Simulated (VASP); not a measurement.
Given:

```
IrS
1.0
    3.78473     0.00000     0.00000
   -1.89237     3.27768     0.00000
    0.00000     0.00000     5.27499
Ir S
2 2
Direct
  0.00000   0.00000   0.00000
  0.00000   0.00000   0.50000
  0.33333   0.66667   0.25000
  0.66667   0.33333   0.75000
```

These are PBE GGA, VASP's PBE PAW potentials (set 64) (plane waves; VASP) values and carry that method's errors. Numerical set-up: 400 eV cut-off, 5×5×3 Γ-centred mesh, Gaussian smearing of 0.050 eV, potentials Ir S.

### Question
Give the stress tensor in GPa (positive for a compressed cell).

### Answer

```
-11.57    0.00    0.00
  0.00  -11.57    0.00
  0.00    0.00    8.36
```
The pressure is its mean diagonal, -4.92 GPa.

The structure was generated: IrS was put into the NiAs type (P6_3/mmc), which need not be its known phase. The cell was not relaxed at this level. The k-mesh is coarse (spacing up to 0.40 per Å, 2π included), so the numbers may not be converged in it.
